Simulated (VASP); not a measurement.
Here is the system:

```
CELL_PARAMETERS angstrom
      0.00000     3.31500     3.31500
      3.31500     0.00000     3.31500
      3.31500     3.31500     0.00000
ATOMIC_POSITIONS crystal
  Ag 0.00000 0.00000 0.00000
  I  0.25000 0.25000 0.25000
```

Calculation: PBE GGA, VASP's PBE PAW potentials (set 64) (plane waves; VASP). Settings: 150 eV cut-off, 6×6×6 Γ-centred mesh, Gaussian smearing of 0.050 eV, potentials Ag I.

At this cut-off the stress carries a Pulay error, which pulls relaxed volumes low. Unless said otherwise, spin-orbit coupling is left out, though it shifts the bands of the heavy elements here.

**Question.** Predict the energy per atom (σ→0), pressure, band gap (on the k-mesh) with the smallest direct gap where there is one.

**Answer.** 
| Item | Value |
|---|---|
| band gap (on the k-mesh) | 1.57 eV |
| smallest direct gap (on the k-mesh) | 1.57 eV |
| energy per atom (σ→0) | -1.304 eV/atom |
| pressure | -85.23 GPa |

The absolute energy has meaning only against runs of the same code, potentials and settings.

The compound is AgI in the zinc blende structure, whereas wurtzite is the usual form. The cell was not relaxed at this level. The run is one of a series of settings (ENCUT = 150 against the base run), some of them coarse on purpose.
